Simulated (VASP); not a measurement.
Data:

```xyz
2
Lattice="2.8091 0.0000 0.0000 0.0000 2.8091 0.0000 0.0000 0.0000 4.0385" Properties=species:S:1:pos:R:3 pbc="T T T"
Ti     0.0000     0.0000     0.0000
Al     1.4045     1.4045     2.0192
```

Calculation: TPSS meta-GGA, VASP's PBE PAW potentials (set 64) (plane waves; VASP). Run with 520 eV cut-off, 14×14×10 Γ-centred mesh, tetrahedra with Blöchl corrections, potentials Ti_sv Al.

**Question.** Estimate the energy per atom (σ→0), band gap (over mesh and band path) with the smallest direct gap where there is one.

**Answer.** 
| Property | Value |
|---|---|
| band gap (over mesh and band path) | none (metal, semimetal or under 0.01 eV) |
| energy per atom (σ→0) | -11.827 eV/atom |

Only differences to runs with the same potentials and settings are physical.

The compound is TiAl in the L1_0 structure. It was relaxed first. The electron count is odd and the run is not spin-polarised, which forces a metal.
